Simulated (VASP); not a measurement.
Method: SCAN meta-GGA, VASP's PBE PAW potentials (set 64) (plane waves; VASP).

A VASP calculation is set up with these files.

KPOINTS:
```
kpoints
0
G
11 11 11
```

### POSCAR
```
Cr
1
    2.9511856773     0.0000000000     0.0000000000
    0.0000000000     2.9511856773     0.0000000000
   -0.0000000000     0.0000000000     2.9511856773
Cr
2
Direct
  0.0000000000   0.0000000000   0.0000000000
  0.5000000000   0.5000000000   0.5000000000
```

**INCAR**
```
ALGO=Normal
EDIFF=1E-6
EDIFFG=-0.01
ENCUT=520
IBRION=2
ISIF=3
ISMEAR=1
ISPIN=2
LASPH=.TRUE.
LCHARG=.FALSE.
LMAXMIX=4
LMIXTAU=.TRUE.
LORBIT=10
LREAL=.FALSE.
LWAVE=.FALSE.
MAGMOM=2.6 -2.6
METAGGA=SCAN
NELM=100
NSW=60
PREC=Accurate
SIGMA=0.1
SYSTEM=Cr
```

POTCAR, in this order: Cr_pv (PBE.64 set). Program: vasp_std.

Output of the run:

**OSZICAR**
```
       N       E                     dE             d eps       ncg     rms          rms(c)
DAV:   1     0.220660682866E+03    0.22066E+03   -0.14699E+04  3592   0.185E+03
DAV:   2    -0.353652259224E+02   -0.25603E+03   -0.25423E+03  3672   0.515E+02
DAV:   3    -0.443638774720E+02   -0.89987E+01   -0.89607E+01  4816   0.110E+02
DAV:   4    -0.445034931358E+02   -0.13962E+00   -0.13959E+00  4448   0.137E+01
DAV:   5    -0.445066281419E+02   -0.31350E-02   -0.31350E-02  5312   0.152E+00    0.207E+01
DAV:   6    -0.369222053802E+02    0.75844E+01   -0.32590E+01  3936   0.734E+01    0.108E+01
DAV:   7    -0.371753120395E+02   -0.25311E+00   -0.20395E+00  4040   0.175E+01    0.513E+00
DAV:   8    -0.372555609515E+02   -0.80249E-01   -0.51683E-01  4928   0.587E+00    0.353E+00
DAV:   9    -0.372610517060E+02   -0.54908E-02   -0.13991E-01  6280   0.247E+00    0.231E+00
DAV:  10    -0.372771951572E+02   -0.16143E-01   -0.71975E-02  6440   0.199E+00    0.209E+00
DAV:  11    -0.372729987926E+02    0.41964E-02   -0.59754E-02  6408   0.180E+00    0.454E-01
DAV:  12    -0.372734664731E+02   -0.46768E-03   -0.72858E-03  3792   0.949E-01    0.187E-01
DAV:  13    -0.372738976647E+02   -0.43119E-03   -0.25297E-03  4376   0.515E-01    0.150E-01
DAV:  14    -0.372738309360E+02    0.66729E-04   -0.98716E-04  4208   0.365E-01    0.968E-02
DAV:  15    -0.372741518670E+02   -0.32093E-03   -0.65897E-04  4016   0.289E-01    0.260E-02
DAV:  16    -0.372740666624E+02    0.85205E-04   -0.42964E-04  3744   0.263E-01    0.108E-02
DAV:  17    -0.372740780040E+02   -0.11342E-04   -0.82693E-05  4432   0.114E-01    0.914E-03
DAV:  18    -0.372740624749E+02    0.15529E-04   -0.69424E-05  3824   0.108E-01    0.583E-03
DAV:  19    -0.372740567861E+02    0.56888E-05   -0.12554E-06  4240   0.140E-02    0.358E-03
DAV:  20    -0.372740576547E+02   -0.86858E-06   -0.63548E-07  2352   0.996E-03
   1 F= -.37274058E+02 E0= -.37274062E+02  d E =-.372741E+02  mag=    -0.0000
       N       E                     dE             d eps       ncg     rms          rms(c)
DAV:   1    -0.372752592478E+02   -0.12025E-02   -0.25470E-02  3680   0.237E+00    0.332E-01
DAV:   2    -0.372743406310E+02    0.91862E-03   -0.73136E-03  3840   0.101E+00    0.196E-01
DAV:   3    -0.372738141971E+02    0.52643E-03   -0.11183E-03  3696   0.349E-01    0.933E-02
DAV:   4    -0.372740096788E+02   -0.19548E-03   -0.20985E-04  3888   0.165E-01    0.215E-02
DAV:   5    -0.372739899493E+02    0.19730E-04   -0.36380E-05  3888   0.682E-02    0.145E-02
DAV:   6    -0.372740513812E+02   -0.61432E-04   -0.85380E-05  3624   0.111E-01    0.129E-02
DAV:   7    -0.372740317390E+02    0.19642E-04   -0.24845E-04  3616   0.195E-01    0.135E-02
DAV:   8    -0.372740179630E+02    0.13776E-04   -0.15327E-04  3584   0.154E-01    0.427E-03
DAV:   9    -0.372740327501E+02   -0.14787E-04   -0.13868E-05  3936   0.470E-02    0.231E-03
DAV:  10    -0.372740331771E+02   -0.42702E-06   -0.26943E-06  3944   0.206E-02
   2 F= -.37274033E+02 E0= -.37274038E+02  d E =0.244776E-04  mag=    -0.0000
```

OUTCAR:
```
------------------------ aborting loop because EDIFF is reached ----------------------------------------
  FORCE on cell =-STRESS in cart. coord.  units (eV):
  Direction    XX          YY          ZZ          XY          YZ          ZX
  --------------------------------------------------------------------------------------
  Total       -0.0083305     -0.0083305     -0.0083305      0.0000000      0.0000000      0.0000000
  in kB       -0.5183871     -0.5183871     -0.5183871      0.0000000      0.0000000      0.0000000
  external PRESSURE =      -0.5183871 kB  Pullay stress =       0.0000000 kB
  volume of cell :       25.75
      direct lattice vectors                 reciprocal lattice vectors
     2.952854719  0.000000000 -0.000000000     0.338655334  0.000000000 -0.000000000
    -0.000000000  2.952854719  0.000000000    -0.000000000  0.338655334  0.000000000
     0.000000000 -0.000000000  2.952854719     0.000000000 -0.000000000  0.338655334
 POSITION                                       TOTAL-FORCE (eV/Angst)
 -----------------------------------------------------------------------------------
      0.00000      0.00000      0.00000        -0.000000     -0.000000      0.000000
      1.47643      1.47643      1.47643         0.000000      0.000000     -0.000000
 -----------------------------------------------------------------------------------
    total drift:                                0.000000      0.000000     -0.000000
  FREE ENERGIE OF THE ION-ELECTRON SYSTEM (eV)
  ---------------------------------------------------
  free  energy   TOTEN  =       -37.2740331771 eV

  energy  without entropy=      -37.2740470818  energy(sigma->0) =      -37.27403781

 total charge

# of ion       s       p       d       tot
------------------------------------------
    1        0.600   6.362   4.068  11.031
    2        0.600   6.362   4.068  11.031
--------------------------------------------------
tot          1.201  12.724   8.137  22.062

 magnetization (x)

# of ion       s       p       d       tot
------------------------------------------
    1        0.058   0.044   2.472   2.573
    2       -0.058  -0.044  -2.472  -2.573
--------------------------------------------------
tot          0.000   0.000  -0.000  -0.000

 reached required accuracy - stopping structural energy minimisation
```
(Selected blocks of OUTCAR.)

### CONTCAR
```
Cr
   1.00000000000000
     2.9528547186978660    0.0000000000000000   -0.0000000000000000
    -0.0000000000000000    2.9528547186978660    0.0000000000000000
     0.0000000000000000   -0.0000000000000000    2.9528547186978660
  Cr
     2
Direct
     0.0000000000000000    0.0000000000000000    0.0000000000000000
     0.5000000000000000    0.5000000000000000    0.5000000000000000
```

The compound is Cr in the bcc, AFM order structure. This run relaxes it. Symmetry was kept, so distortions that lower it aren't found. The start is the result of an earlier pass.
